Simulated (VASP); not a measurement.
Crystal: Ca2GeF6.

```
Ca Ge F
1.0
     0.00000    4.01221    4.01221
     4.01221    0.00000    4.01221
     4.01221    4.01221    0.00000
Ca Ge F
2 1 6
Direct
  0.25000 0.25000 0.25000
  0.75000 0.75000 0.75000
  0.00000 0.00000 0.00000
  0.76322 0.23678 0.23678
  0.23678 0.76322 0.23678
  0.23678 0.76322 0.76322
  0.76322 0.23678 0.76322
  0.23678 0.23678 0.76322
  0.76322 0.76322 0.23678
```

The cell was built by a generator and needn't be a form met in nature.

The cell isn't the ideal one: species swapped into the Cs2WBr6 type (Fm-3m, No. 225).

```yaml
Program: VASP 6.6.1
Task: relaxation of cell and atoms
Functional: PBE
Potentials_or_basis: VASP PAW PBE potentials, release 64 (Ca_sv, Ge_d, F)
Cutoff: 600 eV
k_mesh: 4 × 4 × 4
Occupations: gaussian, width 0.1 eV
Spin: no spin polarisation
```

At the start: pressure 11.1 GPa; volume 14.35 Å³/atom.

**Question.** How do energy, volume and symmetry change on relaxing?

**Answer.** Over 10 steps the energy falls by 222.2 meV/atom and the volume is 14.20 Å³/atom (-1.1 %); space group Fm-3m (No. 225, to 0.05 Å).

The path:
```
step  energy change (eV)  largest force (eV/Å)  pressure (GPa)  volume (Å³)
   1              0.0000                2.8805           11.06       129.18
   2             -1.5579                0.1361           -5.32       148.60
   3             -1.6008                0.4871           -3.71       145.84
   4             -1.6013                0.5355           -3.48       145.48
   5             -1.8062                0.3519           -2.87       139.77
   6             -1.9935                0.1015           -1.01       129.33
   7             -1.9943                0.1428           -0.83       128.59
   8             -1.9942                0.1244           -0.92       128.91
   9             -1.9969                0.1110            0.56       127.00
  10             -1.9995                0.0125           -0.08       127.78
```

Final structure:
```cif
data_structure
_symmetry_space_group_name_H-M 'P 1'
_symmetry_Int_Tables_number 1
_cell_length_a 5.6536
_cell_length_b 5.6536
_cell_length_c 5.6536
_cell_angle_alpha 60.000
_cell_angle_beta 60.000
_cell_angle_gamma 60.000
_cell_volume 127.78
loop_
_atom_site_label
_atom_site_type_symbol
_atom_site_fract_x
_atom_site_fract_y
_atom_site_fract_z
_atom_site_occupancy
Ca1 Ca 0.25000 0.25000 0.25000 1
Ca2 Ca 0.75000 0.75000 0.75000 1
Ge1 Ge 0.00000 0.00000 0.00000 1
F1 F 0.73681 0.26319 0.26319 1
F2 F 0.26319 0.73681 0.26319 1
F3 F 0.26319 0.73681 0.73681 1
F4 F 0.73681 0.26319 0.73681 1
F5 F 0.26319 0.26319 0.73681 1
F6 F 0.73681 0.73681 0.26319 1
```
